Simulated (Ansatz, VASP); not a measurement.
**Cross-check of HfSi2As4 (HfSi2As4 monolayer) between VASP and Ansatz**

Wanted: the spread between two codes on one cell, functional and k mesh. The structure shown is the start of the Ansatz relaxation below; VASP solves that cell, so the two are compared at the walk's first step.

Program: Ansatz 0.2.0. Level of theory: plane waves, with VASP 6.6.1 beside it; single point at PBE with D3(BJ). Results are calculated unless marked as measured.

**1. The structure**

The cell holds 7 atoms: 4 As, 2 Si and 1 Hf. Cell: a = 3.630 Å, b = 3.630 Å, c = 50.029 Å, α = 90.0°, β = 90.0°, γ = 120.0°. Vacuum lies along c.

Coordinates:

```cif
data_structure
_symmetry_space_group_name_H-M 'P 1'
_symmetry_Int_Tables_number 1
_cell_length_a 3.6300
_cell_length_b 3.6300
_cell_length_c 50.0295
_cell_angle_alpha 90.000
_cell_angle_beta 90.000
_cell_angle_gamma 120.000
_cell_volume 570.91
loop_
_atom_site_label
_atom_site_type_symbol
_atom_site_fract_x
_atom_site_fract_y
_atom_site_fract_z
_atom_site_occupancy
As1 As 0.00000 0.00000 0.40476 1
As2 As 0.33333 0.66667 0.46457 1
As3 As 0.33333 0.66667 0.53543 1
As4 As 0.00000 0.00000 0.59524 1
Si5 Si 0.33333 0.66667 0.41999 1
Si6 Si 0.33333 0.66667 0.58001 1
Hf7 Hf 0.00000 0.00000 0.50000 1
```

**2. Ansatz: relaxation, PBE with D3(BJ)**

Ansatz runs on its default PAW (the set named soft_2) files.

The two programs are compared at the cell with which this relaxation starts, whose forces are those of its first step.

input.yaml reads:

```yaml
crystal:
  lattice:
    - [3.63, 0.0, 0.0]
    - [-1.815, 3.1436722157, 0.0]
    - [0.0, 0.0, 50.0294887581]
  atoms:
    - { symbol: As, position: [0.0, 0.0, 0.4047612818] }
    - { symbol: Si, position: [0.3333333333, 0.6666666667, 0.4199917219] }
    - { symbol: As, position: [0.3333333333, 0.6666666667, 0.4645654334] }
    - { symbol: Hf, position: [0.0, 0.0, 0.5] }
    - { symbol: As, position: [0.3333333333, 0.6666666667, 0.5354345666] }
    - { symbol: Si, position: [0.3333333333, 0.6666666667, 0.5800082781] }
    - { symbol: As, position: [0.0, 0.0, 0.5952387182] }
  periodic: [true, true, false]
kpoints:
  mp_grid: { grid: [12, 12, 1] }
hamiltonian:
  xc: pbe
  dispersion: d3bj
scf:
  occupations: { method: fermi_dirac, width: 0.05 }
  convergence: { dr2_threshold: 1.0e-09 }
relax:
  f_tol: 0.004
  max_steps: 90
  cell: {}
output:
  write_potential: true
  write_density: true
  volumetric_format: npy
```

Launch:

```sh
> ansatz run input.yaml --threads 4 --pin off --max-ram 6144MiB --backend cpu --events-out ev --progress --plain --runs-dir out
```

Numbers of over 12 decimals in the logs are rounded to 6 here.

What it wrote:

```text
Warning: relax.cell: scf.convergence.dr2_threshold = 1e-9 eV is looser than the 1.83533898968e-10 eV advised for a relaxation that steers and ends on the stress (1e-10 eV for each atom of the cell: 7, times the square of relax.cell.stress_2d_tol = 0.05 N/m over 19.5 Å (the atoms' height at the walk's start and 5 Å past either face), 2.560e-2 GPa, over a crystal's default 0.05). What an SCF threshold leaves in a stress goes as its square root, and in the free energy as the threshold itself, and one threshold admits the most on a small cell: [figures from the program's tests cut] Set scf.convergence.dr2_threshold to 1.83533898968e-10 eV or tighter. [rest of the remark cut]
Engine: ansatz 0.2.0, x86_64-unknown-linux-gnu
Pseudopotentials: kind: paw
Pseudopotential: As, paw, valence charge 15, recommended cutoff 420 eV (normal), As.paw.azcp
Pseudopotential: Si, paw, valence charge 4, recommended cutoff 420 eV (normal), Si.paw.azcp
Pseudopotential: Hf, paw, valence charge 26, recommended cutoff 420 eV (normal), Hf.paw.azcp
Functional definition: PBE
  parameter kappa = 0.804
  parameter beta = 0.066725
  exchange = pbe_x(kappa = kappa, mu = beta*pi^2/3)
  correlation = pbe_c(beta = beta)
Crystal: 7 atoms, lattice volume = 570.913 Å³
Basis set: ecut = 420 eV, 10991 PW (Γ), exchange–correlation on 50×50×720 points (8 copies of the dense FFT grid, shifted against one another)
Bands: 57, of which v1, the nominal top of the filled ones, is band 47 counted from 1 (46 counted from 0)
Symmetry: 12 space group operations
Space group: P-6m2 (ITA 187), of the structure as read, at distance tolerance 8.3e-5 Å
k-points: 19 of 144 (time reversal used)
Non-local potential: As, projectors of the file, l = 0: 2, l = 1: 2, l = 2: 3, l = 3: 1
Non-local potential: Si, projectors of the file, l = 0: 2, l = 1: 2, l = 2: 2
Non-local potential: Hf, projectors of the file, l = 0: 3, l = 1: 2, l = 2: 2, l = 3: 3
PAW form: soft (Blöchl's): semilocal exchange-correlation on the pseudo side does not see the compensation charge
PAW one-centre angular grid: As, 590 points (default); XC on 64 Gauss nodes
PAW one-centre angular grid: Si, 110 points (default); XC on 64 Gauss nodes
PAW one-centre angular grid: Hf, 590 points (default); XC on 64 Gauss nodes
Initial density: superposition of atomic densities (neutral atoms: chi_scale 0, normalization atom), corrected by the library's trained network
Initial wavefunctions: pseudopotential atomic-orbital guess
Functional: x = pbe(κ = 0.804, μ = 0.219515), c = pbe(β = 0.066725)
SCF iter   1: F=—  HF=-36419.809207 eV  |F-HF|=—  |Δ(HF+E_count)|=         —  Δρ=2.50e-3  dr2=3.85e-1  ethr=1.77e-3  ⟨swp⟩=11.8  Hψ=6287  notcnv=0  defer=27
preconditioner: auto → LDOS  [metal: Δε(μ)=0.085 eV  Ē_g=10.707 eV  σ=0.050 eV  W_gap=0.35  n_scr=62 (ndim 8)  ℏωp=10.5 eV  f_vac=0.735  D(μ)=2.45/eV (n_scr^D=14)  β→1.0]
SCF iter   2: F=—  HF=-36419.793512 eV  |F-HF|=—  |Δ(HF+E_count)|=   1.57e-2  Δρ=1.73e-3  dr2=2.70e-1  ethr=4.09e-4  ⟨swp⟩=4.6  Hψ=1919  notcnv=0  defer=53
SCF iter   3: F=—  HF=-36419.777663 eV  |F-HF|=—  |Δ(HF+E_count)|=   1.58e-2  Δρ=3.81e-4  dr2=7.27e-3  ethr=2.87e-4  ⟨swp⟩=3.6  Hψ=1438  notcnv=0  defer=53
SCF iter   4: F=—  HF=-36419.777669 eV  |F-HF|=—  |Δ(HF+E_count)|=   5.30e-6  Δρ=2.14e-4  dr2=1.21e-3  ethr=7.74e-6  ⟨swp⟩=3.0  Hψ=1984  notcnv=0  defer=53
SCF iter   5: F=—  HF=-36419.777416 eV  |F-HF|=—  |Δ(HF+E_count)|=   2.53e-4  Δρ=7.57e-5  dr2=7.50e-5  ethr=1.29e-6  ⟨swp⟩=3.0  Hψ=1915  notcnv=0  defer=53
SCF iter   6: F=—  HF=-36419.777376 eV  |F-HF|=—  |Δ(HF+E_count)|=   4.04e-5  Δρ=2.65e-5  dr2=5.88e-6  ethr=7.98e-8  ⟨swp⟩=3.5  Hψ=2035  notcnv=0  defer=53
SCF iter   7: F=—  HF=-36419.777403 eV  |F-HF|=—  |Δ(HF+E_count)|=   2.73e-5  Δρ=7.18e-6  dr2=1.50e-6  ethr=6.25e-9  ⟨swp⟩=3.3  Hψ=2010  notcnv=0  defer=53
SCF iter   8: F=—  HF=-36419.777403 eV  |F-HF|=—  |Δ(HF+E_count)|=   4.01e-7  Δρ=3.31e-6  dr2=1.47e-7  ethr=1.60e-9  ⟨swp⟩=2.9  Hψ=1747  notcnv=0  defer=53
SCF iter   9: F=—  HF=-36419.777403 eV  |F-HF|=—  |Δ(HF+E_count)|=   1.26e-7  Δρ=1.30e-6  dr2=1.85e-8  ethr=1.57e-10  ⟨swp⟩=3.1  Hψ=2359  notcnv=0  defer=53
SCF iter  10: F=—  HF=-36419.777403 eV  |F-HF|=—  |Δ(HF+E_count)|=   1.19e-8  Δρ=3.16e-7  dr2=1.08e-9  ethr=1.97e-11  ⟨swp⟩=3.2  Hψ=2341  notcnv=0  defer=53
[...]
SCF iter   6: F=—  HF=-36421.364860 eV  |F-HF|=—  |Δ(HF+E_count)|=   3.09e-8  Δρ=1.37e-6  dr2=2.44e-8  ethr=2.66e-10  ⟨swp⟩=3.2  Hψ=1895  notcnv=0
SCF iter   7: F=—  HF=-36421.364860 eV  |F-HF|=—  |Δ(HF+E_count)|=   3.20e-8  Δρ=4.30e-7  dr2=1.95e-9  ethr=2.59e-11  ⟨swp⟩=3.5  Hψ=2376  notcnv=0
SCF iter   8: F=-36421.364860 eV  HF=-36421.364860 eV  |F-HF|=3.78e-10  |Δ(HF+E_count)|=   4.47e-9  Δρ=1.25e-7  dr2=9.69e-11  ethr=1.06e-12  ⟨swp⟩=11.8  Hψ=8223  notcnv=0
SCF 5 converged in 8 iterations: F = -36421.364860 eV  dr2 = 9.69e-11
relax step   5: F+E_penalty+E_count = -36421.36486030 eV  Δ(F+E_penalty+E_count) = -5.773e-4 eV  max|allowed force component| = 2.791e-3 eV/Å  Δτ_max = 0.0120 Å  P = +0.016 N/m  Ω = 602.443 Å³  energy of the carried Pulay correction = -1.269e-3 eV  fix = [c, alpha, beta]  reactions: c +0.000 N/m  (8 SCF iters, accepted)
Initial wavefunctions: pseudopotential atomic-orbital guess (no wavefunctions were taken with the density)
iter 1 solved again at ethr=4.84e-7 eV; its pass at ethr=3.10e-3 eV (dr2=4.55e-4 eV) is discarded
SCF iter   1: F=—  HF=-36421.366351 eV  |F-HF|=—  |Δ(HF+E_count)|=         —  Δρ=3.10e-5  dr2=6.54e-7  ethr=4.84e-7  ⟨swp⟩=6.8  Hψ=10494  notcnv=0
eigensolver tolerance schedule: the retry pair's looser diagonalisation over-reported the residual by 694.84 of it (diagonalisation noise at 0.12 of the residual, at the tolerance the schedule requests for it); recorded, not acted on — ethr = c·dr2/N_el stays at c = 1.0e-1
SCF iter   2: F=—  HF=-36421.366500 eV  |F-HF|=—  |Δ(HF+E_count)|=   1.50e-4  Δρ=1.45e-5  dr2=1.01e-6  ethr=6.95e-10  ⟨swp⟩=4.8  Hψ=3354  notcnv=0
SCF iter   3: F=—  HF=-36421.366498 eV  |F-HF|=—  |Δ(HF+E_count)|=   2.20e-6  Δρ=6.52e-6  dr2=3.36e-7  ethr=6.95e-10  ⟨swp⟩=3.4  Hψ=2408  notcnv=0
SCF iter   4: F=—  HF=-36421.366498 eV  |F-HF|=—  |Δ(HF+E_count)|=   3.01e-7  Δρ=1.05e-6  dr2=2.04e-8  ethr=3.58e-10  ⟨swp⟩=3.0  Hψ=2435  notcnv=0
SCF iter   5: F=—  HF=-36421.366498 eV  |F-HF|=—  |Δ(HF+E_count)|=   1.28e-8  Δρ=4.29e-7  dr2=5.63e-9  ethr=2.17e-11  ⟨swp⟩=3.5  Hψ=2492  notcnv=0
SCF iter   6: F=-36421.366498 eV  HF=-36421.366498 eV  |F-HF|=1.62e-8  |Δ(HF+E_count)|=   7.42e-8  Δρ=1.46e-7  dr2=2.05e-10  ethr=1.06e-12  ⟨swp⟩=15.1  Hψ=9630  notcnv=0
SCF 6 converged in 6 iterations: F = -36421.366498 eV  dr2 = 2.05e-10
  greatest PAW one-centre occupation: 0.999 electrons in one spin orbital (limit 2), on the As atom at site 6 (counted from 0), in its partial waves of l = 2
relax step   6: F+E_penalty+E_count = -36421.36649799 eV  Δ(F+E_penalty+E_count) = -1.638e-3 eV  max|allowed force component| = 2.888e-3 eV/Å  Δτ_max = 0.0000 Å  P = +0.035 N/m  Ω = 602.443 Å³  fix = [c, alpha, beta]  reactions: c +0.000 N/m  stress off target by 3.50e-2 N/m on what of the cell is left free  SCF on the basis re-selected at this cell (its energy is not comparable with the rows above)  (6 SCF iters)
basis re-selected at this cell: Δ(F+E_penalty+E_count) = -1.638e-3 eV, ΔP = +0.019 N/m vs the last step (what re-selecting the basis moved, of the pressure what is left beyond the Pulay correction that the steps carried, after the strain that the cell walked since its last selection, with what the two solves' SCF thresholds leave and, on support functions, any second-order correction that the steps lacked; it is no m [...]
SCF converged after 6 iterations
Free energy (F): -36421.366498 eV
Harris-Foulkes:  -36421.366498 eV  (|F-HF|=1.62e-8)
Internal energy: -36421.356421 eV  (E = F + TS)
E sigma→0 (E₀):  -36421.361459 eV
Entropy (-TS):   -0.010077 eV (-1.440 meV/atom)
Fermi energy:    -4.993803 eV
--- Per-component energies (eV) ---
  E_band       = -2505.045027
  E_kinetic    = 918.049281
  E_local      = -602085.197102  (includes V_loc(G=0)·N_el)
  E_nonlocal   = -3875.691097
  E_hartree    = 300433.806729
  E_xc         = -727.715107
  E_vxc        = -677.301562  (∫ρ·V_xc dr)
  E_paw        = -15293.177630  (= ΣΔE_a)
  E_vpaw       = 2347.475572  (= ΣTr[D̂ρ^β])
  E_aug_tail   = 0.000045  (compensation charges beyond the density's cutoff)
  E_ewald      = 284210.831166
  E_disp       = -2.262707  (pairwise vdW)
  E_smearing   = -0.010077  (= −TS)
  E_closure    = -0.000000  (closes the sum)
  Σ components = -36421.366498   (vs F -36421.366498, Δ=0.00e0)
--- Forces (eV/Å), atoms counted from 1 ---
  atom   1  As     0.00000000     0.00000000     0.00066749
  atom   2  Si    -0.00000000     0.00000000    -0.00288807
  atom   3  As     0.00000000    -0.00000000    -0.00061901
  atom   4  Hf     0.00000000     0.00000000     0.00000000
  atom   5  As     0.00000000    -0.00000000     0.00061901
  atom   6  Si    -0.00000000     0.00000000     0.00288807
  atom   7  As     0.00000000     0.00000000    -0.00066749
  max |Σ_I F_I| component: 9.25e-18 eV/Å
--- 2D stress c σ (N/m, compression-positive) ---
        0.035041       0.000000      -0.000000
       -0.000000       0.035041      -0.000000
       -0.000000      -0.000000       0.000000
  P = ½ c Tr σ = 0.0350 N/m
--- Band table (eV; the first three rows and the last of 19) ---
  k-point 0: bands = [... 43 lower, -5.8373, -5.8373, -4.8668, -4.8668, -4.2387, -3.3168, -3.0658, -2.1101, ... 6 higher]
  k-point 1: bands = [... 43 lower, -5.9772, -5.9151, -5.0918, -5.0020, -4.1210, -2.7894, -2.7350, -2.0905, ... 6 higher]
  k-point 2: bands = [... 43 lower, -6.0922, -5.8734, -5.6383, -5.3272, -4.2294, -2.9337, -2.8737, -1.8221, ... 6 higher]
  k-point 18: bands = [... 43 lower, -7.6790, -7.4617, -6.4920, -5.6367, -3.6808, -3.1777, -2.7030, -2.4814, ... 6 higher]
  the weakly bound empty levels are not read free of the cell's end (no_gap_told)
--- Relaxed structure (5 steps of the walk, 5 accepted, 1 SCFs on fresh bases) ---
  F+E_penalty+E_count = -36421.36649799 eV   max|allowed force component| = 2.888e-3 eV/Å   (the final SCF, on the basis selected at the relaxed cell)
  cell:  # Å, volume = 602.4434 Å³
    - [3.728892, 0, 0]
    - [-1.864446, 3.229315, 0]
    - [0, 0, 50.0294887581]
  atoms:
    - { symbol: As, position: [9.93290477473026e-18, -5.2638551249640094e-17, 0.400410] }
    - { symbol: Si, position: [0.333333, 0.666667, 0.421854] }
    - { symbol: As, position: [0.333333, 0.666667, 0.468475] }
    - { symbol: Hf, position: [1.057355261855499e-17, -5.1357255561990634e-17, 0.500000] }
    - { symbol: As, position: [0.333333, 0.666667, 0.531525] }
    - { symbol: Si, position: [0.333333, 0.666667, 0.578146] }
    - { symbol: As, position: [1.1214200462379723e-17, -5.007595987434117e-17, 0.599590] }
```

(Part 1 of 2 ends here.)

[Lines on the potential files, build, host, timing and source positions are cut from VASP's logs without a mark.]

[Logs are printed without paths, hosts, clocks, repeated set-up lines and the standing remarks that a program may print on its own settings, such as how far it seeks lower states.]

[Hosts, paths, dates, database ids (printed as entryN), source tags and the programs' standing remarks are cut or masked in the printed files.]
